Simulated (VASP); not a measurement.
Output of a VASP run:

OUTCAR:
```
 ion  position               nearest neighbor table
   1  0.343  0.690  0.254-   4 2.29   4 2.39   5 2.39   4 2.44   5 2.47   5 2.47
   2  0.682  0.348  0.750-   3 2.32   6 2.35   6 2.38   3 2.41   3 2.42   6 2.48
   3  0.320  0.669  0.875-   2 2.32   2 2.41   2 2.42
   4  0.669  0.317  0.377-   1 2.29   1 2.39   1 2.44
   5  0.662  0.332  0.122-   1 2.39   1 2.47   1 2.47
   6  0.324  0.645  0.623-   2 2.35   2 2.38   2 2.48
  LATTYP: Found a hexagonal cell.
 ALAT       =     3.1599997610
 C/A-ratio  =     3.8924053577
 Subroutine PRICEL returns:
 Original cell was already a primitive cell.
 Subroutine GETGRP returns: Found  1 space group operations
The static configuration has the point symmetry C_1 .
The dynamic configuration has the point symmetry C_1 .
The overall configuration has the point symmetry C_1 .
 Subroutine INISYM returns: Found  1 space group operations
 Subroutine IBZKPT returns following result:
 Found     25 irreducible k-points:

 Following reciprocal coordinates:
            Coordinates               Weight
  0.000000  0.000000  0.000000      1.000000
  0.200000  0.000000  0.000000      1.000000
 -0.200000 -0.000000  0.000000      1.000000
  0.000000  0.200000  0.000000      1.000000
 -0.000000 -0.200000  0.000000      1.000000
 -0.200000  0.200000  0.000000      1.000000
  0.200000 -0.200000  0.000000      1.000000
  0.400000 -0.000000  0.000000      1.000000
 -0.400000  0.000000  0.000000      1.000000
 -0.000000  0.400000  0.000000      1.000000
  0.000000 -0.400000  0.000000      1.000000
 -0.400000  0.400000  0.000000      1.000000
  0.400000 -0.400000  0.000000      1.000000
  0.200000  0.200000  0.000000      1.000000
 -0.200000 -0.200000  0.000000      1.000000
 -0.200000  0.400000  0.000000      1.000000
  0.200000 -0.400000  0.000000      1.000000
 -0.400000  0.200000  0.000000      1.000000
  0.400000 -0.200000  0.000000      1.000000
  0.400000  0.200000  0.000000      1.000000
 -0.400000 -0.200000  0.000000      1.000000
 -0.200000 -0.400000  0.000000      1.000000
  0.200000  0.400000  0.000000      1.000000
  0.400000  0.400000  0.000000      1.000000
 -0.400000 -0.400000  0.000000      1.000000
   k-points           NKPTS =     25   k-points in BZ     NKDIM =     25   number of bands    NBANDS=     62
   number of dos      NEDOS =    301   number of ions     NIONS =      6
   total plane-waves  NPLWV =  22680
   dimension x,y,z NGX =    18 NGY =   18 NGZ =   70
   dimension x,y,z NGXF=    36 NGYF=   36 NGZF=  140
   ions per type =               2   4
   PREC   = accura    normal or accurate (medium, high low for compatibility)
   ISTART =      0    job   : 0-new  1-cont  2-samecut
   ICHARG =      2    charge: 1-file 2-atom 10-const
   ISPIN  =      1    spin polarized calculation?
   LNONCOLLINEAR =      T non collinear calculations
   LSORBIT =      T    spin-orbit coupling
   INIWAV =      1    electr: 0-lowe 1-rand  2-diag
   ENCUT  =  300.0 eV  22.05 Ry    4.70 a.u.   4.46  4.46 17.37*2*pi/ulx,y,z
   NELM   =    100;   NELMIN=  2; NELMDL= -5     # of ELM steps
   EDIFF  = 0.1E-05   stopping-criterion for ELM
   LREAL  =      F    real-space projection
   NLSPLINE    = F    spline interpolate recip. space projectors
   LMAXMIX     =    4 max onsite mixed and CHGCAR
   VOSKOWN=      0    Vosko Wilk Nusair interpolation
   EDIFFG = 0.1E-04   stopping-criterion for IOM
   NSW    =      0    number of steps for IOM
   NBLOCK =      1;   KBLOCK =      1    inner block; outer block
   IBRION =     -1    ionic relax: 0-MD 1-quasi-New 2-CG
   NFREE  =      0    steps in history (QN), initial steepest desc. (CG)
   ISIF   =      2    stress and relaxation
   ISYM   =      2    0-nonsym 1-usesym 2-fastsym
   TEIN   =    0.0    initial temperature
   TEBEG  =    0.0;   TEEND  =   0.0 temperature during run
   SMASS  =  -3.00    Nose mass-parameter (am)
   PSTRESS=    0.0 pullay stress
   NELECT =      52.0000    total number of electrons
   EFERMI =   0.00;   METHOD = LEGACY
...
```

**OSZICAR**
```
       N       E                     dE             d eps       ncg     rms          rms(c)
DAV:   1     0.347172184401E+03    0.34717E+03   -0.22546E+04  3732   0.105E+03
DAV:   2    -0.237192073976E+02   -0.37089E+03   -0.36016E+03  3800   0.328E+02
DAV:   3    -0.457658064732E+02   -0.22047E+02   -0.21833E+02  3774   0.716E+01
DAV:   4    -0.464110547264E+02   -0.64525E+00   -0.64187E+00  3904   0.119E+01
DAV:   5    -0.464293087285E+02   -0.18254E-01   -0.18234E-01  3872   0.189E+00    0.347E+01
DAV:   6    -0.442581065555E+02    0.21712E+01   -0.21701E+01  3490   0.251E+01    0.138E+01
DAV:   7    -0.438481671215E+02    0.40994E+00   -0.95777E+00  3446   0.160E+01    0.835E+00
DAV:   8    -0.435067756795E+02    0.34139E+00   -0.14959E+00  3766   0.688E+00    0.301E+00
DAV:   9    -0.435222831852E+02   -0.15508E-01   -0.21536E-01  4150   0.205E+00    0.133E+00
DAV:  10    -0.435122294829E+02    0.10054E-01   -0.57005E-02  3758   0.133E+00    0.388E-01
DAV:  11    -0.435126513420E+02   -0.42186E-03   -0.36977E-03  4244   0.313E-01    0.251E-01
DAV:  12    -0.435125849782E+02    0.66364E-04   -0.69215E-04  3870   0.140E-01    0.779E-02
DAV:  13    -0.435125736943E+02    0.11284E-04   -0.83292E-05  3734   0.479E-02    0.424E-02
DAV:  14    -0.435125793616E+02   -0.56673E-05   -0.39529E-05  3934   0.321E-02    0.232E-02
DAV:  15    -0.435125827367E+02   -0.33752E-05   -0.23708E-06  3326   0.821E-03    0.155E-02
DAV:  16    -0.435125843737E+02   -0.16370E-05   -0.17847E-06  2886   0.690E-03    0.500E-03
DAV:  17    -0.435125844705E+02   -0.96788E-07   -0.55902E-07  2238   0.419E-03
   1 F= -.43512584E+02 E0= -.43512584E+02  d E =-.458524E-15  mag=    -0.0000     0.0000     0.0000
```

### OUTCAR
```
------------------------ aborting loop because EDIFF is reached ----------------------------------------
  FORCE on cell =-STRESS in cart. coord.  units (eV):
  Direction    XX          YY          ZZ          XY          YZ          ZX
  --------------------------------------------------------------------------------------
  Total        2.7764950      1.7303517      3.3589030     -0.1326130     -0.1355757      0.2437707
  in kB       41.8213080     26.0636428     50.5939026     -1.9974998     -2.0421264      3.6718277
  external PRESSURE =      39.4929511 kB  Pullay stress =       0.0000000 kB
  volume of cell :      106.37
      direct lattice vectors                 reciprocal lattice vectors
     1.580000000 -2.736640000  0.000000000     0.316455696 -0.182705800  0.000000000
     1.580000000  2.736640000  0.000000000     0.316455696  0.182705800  0.000000000
     0.000000000  0.000000000 12.300000000     0.000000000  0.000000000  0.081300813
 POSITION                                       TOTAL-FORCE (eV/Angst)
 -----------------------------------------------------------------------------------
      1.63184      0.95032      3.12056        -1.407526     -1.228985     -1.829513
      1.62793     -0.91486      9.22708        -1.666589      0.160625     -0.411045
      1.56195      0.95375     10.76100         0.756725     -0.426526      0.610745
      1.55786     -0.96212      4.63168         0.887487      0.932379      0.996406
      1.57029     -0.90443      1.49516         0.516302      0.296357      0.822672
      1.53013      0.87733      7.66452         0.913602      0.266151     -0.189266
 -----------------------------------------------------------------------------------
    total drift:                                0.000289      0.000120      0.000082
  FREE ENERGIE OF THE ION-ELECTRON SYSTEM (eV)
  ---------------------------------------------------
  free  energy   TOTEN  =       -43.5125844705 eV

  energy  without entropy=      -43.5125844705  energy(sigma->0) =      -43.51258447

 total charge

# of ion       s       p       d       tot
------------------------------------------
    1        2.294   6.224   3.949  12.466
    2        2.297   6.229   3.968  12.495
    3        1.364   2.361   0.000   3.725
    4        1.364   2.371   0.000   3.734
    5        1.368   2.322   0.000   3.689
    6        1.366   2.348   0.000   3.714
--------------------------------------------------
tot         10.053  21.854   7.917  39.824

 magnetization (x)

# of ion       s       p       d       tot
------------------------------------------
    1        0.000   0.000   0.000   0.000
    2        0.000   0.000   0.000   0.000
    3        0.000  -0.000   0.000  -0.000
    4       -0.000  -0.000   0.000  -0.000
    5        0.000  -0.000   0.000  -0.000
    6       -0.000  -0.000   0.000  -0.000
--------------------------------------------------
tot          0.000  -0.000   0.000   0.000

 magnetization (y)

# of ion       s       p       d       tot
------------------------------------------
    1       -0.000  -0.000  -0.000  -0.000
    2        0.000  -0.000  -0.000  -0.000
    3       -0.000   0.000   0.000   0.000
    4        0.000   0.000   0.000   0.000
    5        0.000   0.000   0.000   0.000
    6       -0.000   0.000   0.000   0.000
--------------------------------------------------
tot         -0.000   0.000  -0.000  -0.000

 magnetization (z)

# of ion       s       p       d       tot
...
```
(Selected blocks of OUTCAR.)

**POSCAR**
```
MoS2
1
    1.5800000000    -2.7366400000     0.0000000000
    1.5800000000     2.7366400000     0.0000000000
    0.0000000000     0.0000000000    12.3000000000
Mo S
2 4
Direct
  0.3427760000   0.6900350000   0.2537040000
  0.6823180000   0.3480170000   0.7501690000
  0.3200320000   0.6685450000   0.8748780000
  0.6687790000   0.3172110000   0.3765590000
  0.6621710000   0.3316810000   0.1215580000
  0.3239240000   0.6445100000   0.6231320000
```

Question: Write an INCAR and KPOINTS that could have produced this output.

Answer: One answer among several that fit: the input of the run itself, PBE GGA with spin-orbit coupling, plane waves, VASP's PBE PAW potentials (set 64).

INCAR:
```
SYSTEM  =  MoS2
PREC  =  Accurate; ENCUT  =  300; LREAL  =  .FALSE.
LASPH  =  .TRUE.
EDIFF  =  1E-6; NELM  =  100; ALGO  =  Normal
LMAXMIX  =  4
ISMEAR  =  -1; SIGMA  =  0.01
GGA  =  PE; GGA_COMPAT  =  .FALSE.
MAGMOM  =  0.0 0.0 0.0 0.0 0.0 0.0 0.0 0.0 0.0 0.0 0.0 0.0 0.0 0.0 0.0 0.0 0.0 0.0
LSORBIT  =  .TRUE.; LNONCOLLINEAR  =  .TRUE.
ISIF  =  2
LWAVE  =  .FALSE.; LCHARG  =  .FALSE.; LORBIT  =  11
```

### KPOINTS
```
Automatic mesh
0
Gamma
5 5 1
0 0 0
```

POTCAR, in this order: Mo_sv S (PBE.64 set). Program: vasp_ncl.

At this cut-off the stress carries a Pulay error, which pulls relaxed volumes low.

The structure is a typed MoS2 crystal. The cell was not relaxed at this level, atoms are displaced from their ideal sites. The k-mesh is coarse (spacing up to 0.51 per Å, 2π included), so the numbers may not be converged in it. The run is one of a series of settings (GGA_COMPAT = .FALSE., LNONCOLLINEAR = .TRUE., LSORBIT = .TRUE., MAGMOM = 0.0 0.0 0.0 0.0 0.0 0.0 0.0 0.0 0.0 0.0 0.0 0.0 0.0 0.0 0.0 0.0 0.0 0.0, program vasp_ncl against the base run), some of them coarse on purpose.
